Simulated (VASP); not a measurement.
VASP runs on GaCuSe2 (space group I-42d) share one base input (revPBE GGA, plane waves, VASP's PBE PAW potentials (set 64)) and change the settings named in each case.

### INCAR
```
SYSTEM  =  GaCuSe2
PREC  =  Accurate; ENCUT  =  300; LREAL  =  .FALSE.
LASPH  =  .TRUE.
EDIFF  =  1E-6; NELM  =  100; ALGO  =  Normal
LMAXMIX  =  4
ISMEAR  =  0; SIGMA  =  0.136
GGA  =  RE
ISIF  =  2
LWAVE  =  .FALSE.; LCHARG  =  .FALSE.
```

**KPOINTS**
```
Automatic mesh
0
Gamma
6 6 6
0 0 0
```

### POSCAR
```
GaCuSe2
1
   -2.8254620000     2.8254620000     5.6029440000
    2.8254620000    -2.8254620000     5.6029440000
    2.8254620000     2.8254620000    -5.6029440000
Ga Cu Se
2 2 4
Direct
  0.2500000000   0.7500000000   0.5000000000
  0.5000000000   0.5000000000   0.0000000000
  0.7500000000   0.2500000000   0.5000000000
  0.0000000000   0.0000000000   0.0000000000
  0.1212200000   0.1250000000   0.4962200000
  0.8750000000   0.3712200000   0.9962200000
  0.6287800000   0.6250000000   0.5037800000
  0.3750000000   0.8787800000   0.0037800000
```

POTCAR, in this order: Ga_d Cu Se (PBE.64 set). Program: vasp_std.

```tsv
change	E(σ→0) (eV/atom)	pressure (GPa)	largest force (eV/Å)	−TS (eV)
base run	-3.5767	2.18	0.084	-0.0008
KPOINTS 1×1×1 Γ-centred mesh	-3.2800	4.01	0.037	-0.0986
KPOINTS 2×2×2 Γ-centred mesh	-3.5445	2.40	0.044	-0.0164
KPOINTS 3×3×3 Γ-centred mesh	-3.5713	2.20	0.070	-0.0050
KPOINTS 4×4×4 Γ-centred mesh	-3.5755	2.18	0.080	-0.0021
KPOINTS 5×5×5 Γ-centred mesh	-3.5765	2.18	0.083	-0.0012
KPOINTS 7×7×7 Γ-centred mesh	-3.5768	2.17	0.084	-0.0006
KPOINTS 8×8×8 Γ-centred mesh	-3.5768	2.17	0.084	-0.0004
KPOINTS 9×9×9 Γ-centred mesh	-3.5768	2.17	0.084	-0.0003
KPOINTS 11×11×11 Γ-centred mesh	-3.5769	2.17	0.084	-0.0002
KPOINTS 13×13×13 Γ-centred mesh	-3.5769	2.17	0.084	-0.0002
KPOINTS 16×16×16 Γ-centred mesh	-3.5769	2.17	0.084	-0.0001
KPOINTS 20×20×20 Γ-centred mesh	-3.5769	2.17	0.084	-0.0001
```
 Energies of different potentials or functionals have different zeros.  At 300 eV the pressure can carry a Pulay error.

Left out are runs that ran out of time, are held back, or changed the cell or the kind of run, fixed moments of cells without a moment, rows past the twelfth, gaps on odd meshes, pressures of charged cells and columns that move by less than the noise.

The structure comes from a computed database's GaCuSe2 entry; how it stands against other phases isn't given here. The cell was not relaxed at this level, forces remain on its atoms, its lattice was scaled by up to 2.5 %.
